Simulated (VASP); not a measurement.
# HfN (relaxed from the wurtzite structure, space group P6_3mc): computed properties

Level of theory: PBE GGA, VASP's PBE PAW potentials (set 64) (plane waves; VASP).

| Property | Value |
|---|---|
| space group | P6_3mc (186) |
| cell | a = 3.4749 Å, b = 3.4749 Å, c = 5.6618 Å, α = 90.00°, β = 90.00°, γ = 120.00° |
| volume per atom | 14.80 Å³/atom |
| band gap (over mesh and band path) | none (metal, semimetal or under 0.01 eV) |
| density | 10.80 g/cm³ |

```xyz
4
Lattice="3.4749 0.0000 0.0000 -1.7374 3.0093 0.0000 0.0000 0.0000 5.6618" Properties=species:S:1:pos:R:3 pbc="T T T"
Hf     0.0000     2.0062     0.0001
Hf     1.7374     1.0031     2.8310
N      0.0000     2.0062     2.1230
N      1.7374     1.0031     4.9539
```

Unless said otherwise, spin-orbit coupling is left out, though it shifts the bands of the heavy elements here.

The structure was generated: HfN was put into the wurtzite type (P6_3mc), which need not be its known phase. It was relaxed first, which changed the volume by -35 %. Symmetry was kept, so distortions that lower it aren't found.
